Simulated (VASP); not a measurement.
Data:

```
CELL_PARAMETERS angstrom
      1.75684    -3.04294     0.00000
      1.75684     3.04294     0.00000
      0.00000     0.00000     5.48465
ATOMIC_POSITIONS crystal
  Lu 0.33333 0.66667 0.25000
  Lu 0.66667 0.33333 0.75000
```

Method: PBE GGA, VASP's PBE PAW potentials (set 64) (plane waves; VASP 6.6.1). Numerical set-up: 520 eV cut-off, Gaussian smearing of 0.050 eV, potentials Lu_3.

Estimate the band gap (along the path) with the smallest direct gap where there is one.

```
Quantity                                                     Result
-------------------------  ----------------------------------------
band gap (along the path)  none (metal, semimetal or under 0.01 eV)
```

Only differences to runs with the same potentials and settings are physical.

The compound is Lu in the hcp structure. It was relaxed first.
